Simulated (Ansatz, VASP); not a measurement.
# NbP2 in two plane-wave programs, part 2 of 2

Wanted: the spread between two codes on one cell, functional and k mesh. The cell is taken from a series of runs on this material, whose earlier steps may have relaxed, scaled, displaced or heated it; both programs get it as it stands. Valence electrons are named where the data sets of a main pair hold unlike numbers.

VASP 6.6.1 and Ansatz 0.2.0.

So far: The structure; VASP: single point, PBEsol.

## 3. Ansatz: single point, PBEsol

Level of this step: Ansatz beside VASP: Kohn-Sham DFT, plane waves, PBEsol (Ansatz).

Ansatz runs on its default PAW (the set named soft_2) files.

The same cell, functional, mesh and smearing now go to Ansatz, which takes its cutoff from its data sets.

File input.yaml:

```yaml
crystal:
  lattice:
    - [3.30372992, 0.0, 0.0]
    - [-1.65186496, 4.44400174, 0.0]
    - [0.0, 0.0, 26.44142669]
  atoms:
    - { symbol: P, position: [0.32889009, 0.65778018, 0.28364581] }
    - { symbol: P, position: [0.08540345, 0.17080691, 0.29686608] }
    - { symbol: P, position: [0.77620182, 0.55240364, 0.39082601] }
    - { symbol: P, position: [0.05238527, 0.10477054, 0.44016003] }
    - { symbol: P, position: [0.74304544, 0.48609087, 0.53253727] }
    - { symbol: P, position: [0.49580762, 0.99161524, 0.54630177] }
    - { symbol: P, position: [0.19036719, 0.38073437, 0.62182091] }
    - { symbol: P, position: [0.35313708, 0.70627416, 0.69830897] }
    - { symbol: Nb, position: [0.49080173, 0.98160346, 0.365106] }
    - { symbol: Nb, position: [0.33778536, 0.67557072, 0.46588004] }
    - { symbol: Nb, position: [0.91381395, 0.82762789, 0.61524612] }
    - { symbol: Nb, position: [0.63186971, 0.26373942, 0.68805504] }
hamiltonian:
  xc: pbesol
  pseudopotentials: { kind: paw }
kpoints:
  mp_grid: { grid: [5, 5, 1] }
scf:
  occupations: { method: gaussian, width: 0.05 }
  n_extra_bands: 7
efield:
  axis: 3
  dipole_correction: true
  ramp_width: 0.04
output:
  forces: true
  eigenvalues: true
```

The run is started by

```console
$ ansatz run input.yaml --threads 4 --pin off --max-ram 9216MiB --backend cpu --events-out ev --progress --plain --runs-dir out
```

Numbers of over 12 decimals in the logs are rounded to 6 here.

The program printed:

```text
scf.n_extra_bands = 7 over 46 filled bands (N_el = 92.0): the run solves 53 bands
Engine: ansatz 0.2.0, x86_64-unknown-linux-gnu
Pseudopotentials: kind: paw
Pseudopotential: P, paw, valence charge 5, recommended cutoff 420 eV (normal), P.paw.azcp
Pseudopotential: Nb, paw, valence charge 13, recommended cutoff 420 eV (normal), Nb.paw.azcp
Functional definition: PBEsol
  exchange = pbesol_x
  correlation = pbesol_c
Crystal: 12 atoms, lattice volume = 388.207 Å³
Basis set: ecut = 420 eV, 7579 PW (Γ), exchange–correlation on 48×64×360 points (8 copies of the dense FFT grid, shifted against one another)
Bands: 53, of which v1, the nominal top of the filled ones, is band 46 counted from 1 (45 counted from 0)
Symmetry: 2 space group operations
Space group: Cm (ITA 8), of the structure as read, at distance tolerance 7.3e-5 Å
k-points: 9 of 25 (time reversal used)
Non-local potential: P, projectors of the file, l = 0: 2, l = 1: 2, l = 2: 2
Non-local potential: Nb, projectors of the file, l = 0: 3, l = 1: 2, l = 2: 2, l = 3: 1
PAW form: soft (Blöchl's): semilocal exchange-correlation on the pseudo side does not see the compensation charge
PAW frozen core: P, regenerated for the run's functional, and the local potential with it (the file was generated under x = pbe(κ = 0.804, μ = 0.219515), c = pbe(β = 0.066725))
PAW frozen core: Nb, regenerated for the run's functional, and the local potential with it (the file was generated under x = pbe(κ = 0.804, μ = 0.219515), c = pbe(β = 0.066725))
PAW one-centre angular grid: P, 110 points (default); XC on 64 Gauss nodes
PAW one-centre angular grid: Nb, 590 points (default); XC on 64 Gauss nodes
Initial density: superposition of atomic densities (neutral atoms: chi_scale 0, normalization atom), corrected by the library's trained network
Initial wavefunctions: pseudopotential atomic-orbital guess
Functional: x = pbesol(κ = 0.804, μ = 0.123457), c = pbesol(β = 0.046)
SCF iter   1: F=—  HF=-23907.649205 eV  |F-HF|=—  |Δ(HF+E_count)|=         —  Δρ=7.10e-3  dr2=1.58e0  ethr=1.77e-3  p=0.110 e·Å  D=5.12e-2 V/Å  ΔV_dip=-1.35 eV  dr2_dipole=9.12e-1  V_vac-E_F(+/−)=4.19/5.54 eV  ⟨swp⟩=10.0  Hψ=2588  notcnv=0
efield: sawtooth ramp at fractional position 0.9710 (placed from the atoms, in the widest stretch of the axis that holds none; the zero of the levels goes with the place), width 0.0400; the density the first Hamiltonian is built on has a dipole p = 0.110 e·Å; the dipole correction subtracts the counter field D = 5.12e-2 V/Å, which shifts the + side's vacuum level by -1.35 eV against the − side's; the planar-averaged density in the ramp window peaks in size at 1.4e-5 e/Å³
preconditioner: auto → LDOS  [insulator: Δε(μ)=0.059 eV  Ē_g=6.110 eV  σ=0.050 eV  W_gap=0.59  n_scr=64 (ndim 8)  ℏωp=14.6 eV  f_vac=0.453  D(μ)=5.22/eV (n_scr^D=22)  ε∞_Penn≈6.7  β→1.0]
SCF iter   2: F=—  HF=-23907.685741 eV  |F-HF|=—  |Δ(HF+E_count)|=   3.65e-2  Δρ=7.35e-3  dr2=4.48e0  ethr=1.71e-3  p=0.116 e·Å  D=5.41e-2 V/Å  ΔV_dip=-1.43 eV  dr2_dipole=3.30e0  V_vac-E_F(+/−)=4.16/5.59 eV  ⟨swp⟩=2.6  Hψ=722  notcnv=0  defer=14  recentre
SCF iter   3: F=—  HF=-23907.592329 eV  |F-HF|=—  |Δ(HF+E_count)|=   9.34e-2  Δρ=1.94e-3  dr2=1.47e-1  ethr=1.71e-3  p=0.127 e·Å  D=5.92e-2 V/Å  ΔV_dip=-1.57 eV  dr2_dipole=9.16e-2  V_vac-E_F(+/−)=4.05/5.61 eV  ⟨swp⟩=2.0  Hψ=501  notcnv=0  defer=14
SCF iter   4: F=—  HF=-23907.595977 eV  |F-HF|=—  |Δ(HF+E_count)|=   3.65e-3  Δρ=8.79e-4  dr2=1.89e-2  ethr=1.60e-4  p=0.137 e·Å  D=6.37e-2 V/Å  ΔV_dip=-1.68 eV  dr2_dipole=6.44e-3  V_vac-E_F(+/−)=4.00/5.68 eV  ⟨swp⟩=2.0  Hψ=604  notcnv=0  defer=14
SCF iter   5: F=—  HF=-23907.594315 eV  |F-HF|=—  |Δ(HF+E_count)|=   1.66e-3  Δρ=3.27e-4  dr2=3.34e-3  ethr=2.06e-5  p=0.139 e·Å  D=6.48e-2 V/Å  ΔV_dip=-1.71 eV  dr2_dipole=1.77e-3  V_vac-E_F(+/−)=3.97/5.69 eV  ⟨swp⟩=1.9  Hψ=588  notcnv=0  defer=14
SCF iter   6: F=—  HF=-23907.594282 eV  |F-HF|=—  |Δ(HF+E_count)|=   3.28e-5  Δρ=1.09e-4  dr2=4.80e-4  ethr=3.63e-6  p=0.141 e·Å  D=6.56e-2 V/Å  ΔV_dip=-1.73 eV  dr2_dipole=2.97e-4  V_vac-E_F(+/−)=3.96/5.69 eV  ⟨swp⟩=2.4  Hψ=739  notcnv=0  defer=14
SCF iter   7: F=—  HF=-23907.594279 eV  |F-HF|=—  |Δ(HF+E_count)|=   3.81e-6  Δρ=4.78e-5  dr2=3.44e-5  ethr=5.22e-7  p=0.141 e·Å  D=6.58e-2 V/Å  ΔV_dip=-1.74 eV  dr2_dipole=6.11e-6  V_vac-E_F(+/−)=3.95/5.69 eV  ⟨swp⟩=2.0  Hψ=633  notcnv=0  defer=14
SCF iter   8: F=—  HF=-23907.594425 eV  |F-HF|=—  |Δ(HF+E_count)|=   1.47e-4  Δρ=1.79e-5  dr2=7.73e-6  ethr=3.74e-8  p=0.141 e·Å  D=6.59e-2 V/Å  ΔV_dip=-1.74 eV  dr2_dipole=2.49e-6  V_vac-E_F(+/−)=3.95/5.69 eV  ⟨swp⟩=2.7  Hψ=754  notcnv=0  defer=14
SCF iter   9: F=—  HF=-23907.594426 eV  |F-HF|=—  |Δ(HF+E_count)|=   2.83e-7  Δρ=6.11e-6  dr2=5.46e-7  ethr=8.40e-9  p=0.141 e·Å  D=6.59e-2 V/Å  ΔV_dip=-1.74 eV  dr2_dipole=3.28e-8  V_vac-E_F(+/−)=3.95/5.69 eV  ⟨swp⟩=2.2  Hψ=649  notcnv=0  defer=14
SCF iter  10: F=—  HF=-23907.594426 eV  |F-HF|=—  |Δ(HF+E_count)|=   1.37e-7  Δρ=3.00e-6  dr2=1.25e-7  ethr=1.09e-10  p=0.142 e·Å  D=6.60e-2 V/Å  ΔV_dip=-1.74 eV  dr2_dipole=9.68e-9  V_vac-E_F(+/−)=3.95/5.69 eV  ⟨swp⟩=15.8  Hψ=2447  notcnv=0
SCF iter  11: F=-23907.594426 eV  HF=-23907.594426 eV  |F-HF|=4.29e-9  |Δ(HF+E_count)|=   3.64e-8  Δρ=1.03e-6  dr2=1.48e-8  ethr=1.09e-10  p=0.142 e·Å  D=6.60e-2 V/Å  ΔV_dip=-1.74 eV  dr2_dipole=4.76e-9  V_vac-E_F(+/−)=3.95/5.69 eV  ⟨swp⟩=5.0  Hψ=1638  notcnv=0
SCF 1 converged in 11 iterations: F = -23907.594426 eV  dr2 = 1.48e-8
  greatest PAW one-centre occupation: 0.998 electrons in one spin orbital (limit 2), on the Nb atom at site 8 (counted from 0), in its partial waves of l = 0
SCF converged after 11 iterations
Free energy (F): -23907.594426 eV
Harris-Foulkes:  -23907.594426 eV  (|F-HF|=4.29e-9)
Internal energy: -23907.587328 eV  (E = F + TS)
E sigma→0 (E₀):  -23907.590877 eV
Entropy (-TS):   -0.007098 eV (-0.591 meV/atom)
Fermi energy:    4.029419 eV
Dipole field:    D = 0.066042 V/Å  (p = 0.141685 e·Å, saw-weighted, corrected)
Work function:   Φ+ = 3.9458 eV   Φ− = 5.6921 eV
Levels:          The Fermi level and band energies are counted from a zero that moves with the ramp; work functions are not
--- Per-component energies (eV) ---
  E_band       = -1108.531352
  E_kinetic    = 2143.316810
  E_local      = -68256.414201  (includes V_loc(G=0)·N_el)
  E_nonlocal   = 753.067225
  E_hartree    = 33044.017208
  E_xc         = -1188.659962
  E_vxc        = -1339.300401  (∫ρ·V_xc dr)
  E_paw        = -16502.816365  (= ΣΔE_a)
  E_vpaw       = -494.382207  (= ΣTr[D̂ρ^β])
  E_aug_tail   = 0.000051  (compensation charges beyond the density's cutoff)
  E_efield     = 0.004679  (sawtooth field / dipole correction)
  E_vefield    = -2.833803  (∫n·V_field dr)
  E_ewald      = 26098.773623
  E_core_change = 1.123604  (= ΣΔE_core)
  E_smearing   = -0.007098  (= −TS)
  E_closure    = -0.000000  (closes the sum)
  Σ components = -23907.594426   (vs F -23907.594426, Δ=0.00e0)
--- Forces (eV/Å), atoms counted from 1 ---
  atom   1  P     -0.00000000     0.59045165    -0.65446361
  atom   2  P      0.00000000    -0.71589860     1.12612250
  atom   3  P      0.00000000    -0.11146859     0.09979500
  atom   4  P     -0.00000000     0.13714744    -0.00251582
  atom   5  P     -0.00000000     0.08002626    -0.00082779
  atom   6  P      0.00000000    -0.05556924     0.03898226
  atom   7  P      0.00000000    -0.02516790     0.05292222
  atom   8  P     -0.00000000    -0.03532668    -0.06907625
  atom   9  Nb     0.00000000     0.14120597    -0.15646446
  atom  10  Nb    -0.00000000    -0.00367851    -0.29248742
  atom  11  Nb    -0.00000000    -0.03999649     0.00522235
  atom  12  Nb     0.00000000     0.03827484    -0.14729060
  max |Σ_I F_I| component: 8.16e-5 eV/Å
--- Band table (eV; the first three rows and the last of 9) ---
  k-point 0: bands = [... 42 lower, 3.1371, 3.3773, 3.5128, 4.0730, 4.2431, 4.4663, 4.9292, 5.4220, ... 3 higher]
  k-point 1: bands = [... 42 lower, 3.0688, 3.3506, 3.6079, 3.8139, 4.1079, 4.4676, 4.9862, 5.3599, ... 3 higher]
  k-point 2: bands = [... 42 lower, 3.2648, 3.4051, 3.7321, 4.1979, 4.2283, 4.3326, 4.6580, 4.8384, ... 3 higher]
  k-point 8: bands = [... 42 lower, 2.6767, 2.7616, 3.1281, 3.7757, 3.8613, 4.5855, 5.1015, 5.6829, ... 3 higher]
```

## 4. Side by side

Known differences besides the potentials themselves: the cutoff is 420 eV in Ansatz and 400 eV in VASP; Ansatz makes its cores anew for this functional, VASP keeps those of its PBE data sets. Total energies have different zeros and are not compared.

Compared:

| quantity | Ansatz | VASP | difference |
| --- | --- | --- | --- |
| work function, lower of the two faces (eV) | 3.95 | 3.95 | 0.00 |
| work function, higher of the two faces (eV) | 5.69 | 5.69 | +0.01 |

Forces on 9 of the 12 atoms, those with the largest forces and the largest differences (eV/Å; atoms numbered as in POSCAR):

| atom | Ansatz x, y, z | VASP x, y, z |
| --- | --- | --- |
| P1 | 0.000, 0.590, -0.654 | 0.000, 0.586, -0.655 |
| P2 | 0.000, -0.716, 1.126 | 0.000, -0.706, 1.128 |
| P3 | 0.000, -0.111, 0.100 | 0.000, -0.107, 0.100 |
| P4 | 0.000, 0.137, -0.003 | 0.000, 0.132, -0.005 |
| P7 | 0.000, -0.025, 0.053 | 0.000, -0.015, 0.060 |
| P8 | 0.000, -0.035, -0.069 | 0.000, -0.045, -0.078 |
| Nb9 | 0.000, 0.141, -0.156 | 0.000, 0.135, -0.145 |
| Nb10 | 0.000, -0.004, -0.292 | 0.000, -0.002, -0.301 |
| Nb12 | 0.000, 0.038, -0.147 | 0.000, 0.043, -0.144 |

The forces differ by 5.2 meV/Å r.m.s., which is 1.9 % of the r.m.s. force of 0.277 eV/Å (both taken over all components). With vacuum in the cell, a pressure given here is an average over mostly empty space and none of the material.

## 5. What the set-up changes

Further runs change the set-up of one program: Ansatz's method, potentials or start, or VASP's data sets, cutoff or form of LDA. The table gives Ansatz less VASP for each quantity, since a change that brings one quantity closer may part another.

| run | r.m.s. force difference (meV/Å) | work function, lower of the two faces (eV) | work function, higher of the two faces (eV) |
| --- | --- | --- | --- |
| as above | 5.2 | -3.9e-4 | 0.0059 |
| VASP with the data sets P_GW and Nb_sv_GW and a cutoff of 570 eV | 5.3 | -9.0e-5 | 0.0012 |
| VASP with the data sets P_h and Nb_sv and a cutoff of 630 eV | 3.2 | -0.0030 | 0.0033 |

## 6. Results

| Property | Result |
| --- | --- |
| r.m.s. force difference (single point, PBEsol) | 1.9 % of the r.m.s. force |

The r.m.s. force difference is 1.9 % of the r.m.s. force (single point, PBEsol), within the 3 % picked in this series as the mark of a large difference. Single point, PBEsol, VASP with the data sets P_GW and Nb_sv_GW and a cutoff of 570 eV: the difference in work function, lower of the two faces goes from -3.9e-4 to -9.0e-5 eV; the difference in work function, higher of the two faces goes from 0.0059 to 0.0012 eV. Single point, PBEsol, VASP with the data sets P_h and Nb_sv and a cutoff of 630 eV: r.m.s. force difference goes from 5.2 to 3.2 meV/Å; the difference in work function, lower of the two faces goes from -3.9e-4 to -0.0030 eV; the difference in work function, higher of the two faces goes from 0.0059 to 0.0033 eV. Such differences can come from data sets, numerical settings and the points named under the comparisons, not from the functional's error against experiment.

[Lines on the potential files, build, host, timing and source positions are cut from VASP's logs without a mark.]

[Logs are printed without paths, hosts, clocks, repeated set-up lines and the standing remarks that a program may print on its own settings, such as how far it seeks lower states.]

[Hosts, paths, dates, database ids (printed as entryN), source tags and the programs' standing remarks are cut or masked in the printed files.]
